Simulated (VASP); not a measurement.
Here is a VASP 6.6.1 calculation.

INCAR

```
SYSTEM = ZrAs3
PREC = Accurate
ENCUT = 520
EDIFF = 1E-7
ISMEAR = 0
SIGMA = 0.1
LREAL = .False.
LASPH = .True.
NELM = 100
ALGO = Normal
ISIF = 2
LWAVE = .False.
LCHARG = .False.
GGA = PE
NBANDS = 22
```

KPOINTS

```
regular mesh
0
Gamma
  12 12 12
  0 0 0
```

The input POSCAR:

```
ZrAs3
1.0
    0.0000000000      3.3879619670      3.3879619670
    3.3879619670      0.0000000000      3.3879619670
    3.3879619670      3.3879619670      0.0000000000
Zr As
1 3
Direct
    0.5000000000      0.5000000000      0.5000000000
    0.2500000000      0.2500000000      0.2500000000
    0.7500000000      0.7500000000      0.7500000000
    0.0000000000      0.0000000000      0.0000000000
```

Potentials or basis: VASP PAW PBE potentials, release 64 (Zr_sv, As).

The run is started by

```sh
$ cat potpaw_PBE.64/Zr_sv/POTCAR potpaw_PBE.64/As/POTCAR > POTCAR
$ mpirun -np 1 vasp_std > vasp.out
```

Estimate the pressure.

0.1 GPa.

Estimate the band gap on the k mesh.

none (metal or under the smearing width).
